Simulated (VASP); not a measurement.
Given:

```yaml
crystal:
  lattice:
    - [-2.09526, 2.09526, 2.09526]
    - [2.09526, -2.09526, 2.09526]
    - [2.09526, 2.09526, -2.09526]
  atoms:
    - { symbol: Na, position: [0.00000, 0.00000, 0.00000] }
```

Level of theory: PBE GGA, VASP's PBE PAW potentials (set 64) (plane waves; VASP 6.6.1). Settings: 480 eV cut-off, 11×11×11 Γ-centred mesh, first-order Methfessel-Paxton smearing of 0.10 eV, potentials Na.

Predict the energy per atom (σ→0), band gap (on the k-mesh) with the smallest direct gap where there is one.

```json
{
  "band gap (on the k-mesh)": "none (metal, semimetal or under 0.01 eV)",
  "energy per atom (σ→0)": "-126.4 kJ/mol-atom"
}
```

The absolute energy has meaning only against runs of the same code, potentials and settings.

The compound is Na in the bcc structure. It was relaxed first. The start is the result of an earlier pass.
